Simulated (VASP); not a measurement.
Given:

```xyz
2
Lattice="0.0000 2.3411 2.3411 2.3411 0.0000 2.3411 2.3411 2.3411 0.0000" Properties=species:S:1:pos:R:3 pbc="T T T"
Ni     0.0000     0.0000     0.0000
Si     2.3411     2.3411     2.3411
```

Level of theory: PBEsol GGA, VASP's PBE PAW potentials (set 64) (plane waves; VASP). Run with 400 eV cut-off, 15×15×15 Γ-centred mesh, tetrahedra with Blöchl corrections, potentials Ni Si.

### Question
Estimate the energy per atom (σ→0), band gap (on the k-mesh) with the smallest direct gap where there is one.

### Answer

- band gap (on the k-mesh): none (metal, semimetal or under 0.01 eV)
- energy per atom (σ→0): -5.981 eV/atom

Total energies compare only between runs with the same potentials, cut-off and functional.

The structure was generated: NiSi was put into the rock salt type (Fm-3m), which need not be its known phase. It was relaxed first, which changed the volume by -22 %. The run is not spin-polarised, so no magnetic state was tried.
